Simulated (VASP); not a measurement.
An input for Ansatz (written as the equivalent of a VASP run, and not itself run):

Ansatz 0.2 input:
```yaml
crystal:
  lattice:
    - [0.0000000, 2.0700000, 2.0700000]
    - [2.0700000, 0.0000000, 2.0700000]
    - [2.0700000, 2.0700000, 0.0000000]
  atoms:
    - { symbol: V, position: [0.0000000, 0.0000000, 0.0000000] }
    - { symbol: N, position: [0.5000000, 0.5000000, 0.5000000] }
kpoints:
  mp_grid: { grid: [14, 14, 14] }
hamiltonian:
  xc: pbe
  dispersion: d3bj
  pseudopotentials: { kind: paw }
scf:
  occupations: { method: methfessel_paxton, width: 0.1 }
  max_iter: 100
relax:
  max_steps: 60
  f_tol: 0.01
  cell: {}
output: { forces: true, stress: true, eigenvalues: true }
```

**Question.** Translate this input to VASP (INCAR, KPOINTS, POSCAR, choice of POTCAR).

**Answer.** One answer among several that fit: 
**KPOINTS**
```
Automatic mesh
0
Gamma
14 14 14
0 0 0
```

POSCAR:
```
VN
1
    0.0000000000     2.0700000000     2.0700000000
    2.0700000000     0.0000000000     2.0700000000
    2.0700000000     2.0700000000     0.0000000000
V N
1 1
Direct
  0.0000000000   0.0000000000   0.0000000000
  0.5000000000   0.5000000000   0.5000000000
```

**INCAR**
```
# general
SYSTEM  = VN
PREC    = Accurate
ENCUT   = 520
LREAL   = .FALSE.
LASPH   = .TRUE.

# electronic loop
EDIFF   = 1E-6
NELM    = 100
ALGO    = Normal
LMAXMIX = 4   # l cut-off of mixed one-centre charges

# smearing
ISMEAR  = 1   # Methfessel-Paxton
SIGMA   = 0.1

# functional
GGA     = PE   # PBE
IVDW    = 12

# ions
IBRION  = 2   # conjugate gradients
NSW     = 60
ISIF    = 3   # ions, shape and volume
EDIFFG  = -0.01   # ionic stop

# output
LWAVE   = .FALSE.
LCHARG  = .FALSE.
```

POTCAR, in this order: V_sv N (PBE.64 set). Program: vasp_std.

What does not carry over: each code has its own PAW files, so the cut-off isn't converted (ENCUT is set for VASP's; basis.ecutwfc is left out, and Ansatz then takes the one that its files recommend); Ansatz stops its SCF on the density residual and VASP on the energy change (EDIFF).

The compound is VN in the rock salt structure, which distorts at low temperature. This run relaxes it. Symmetry was kept, so distortions that lower it aren't found.
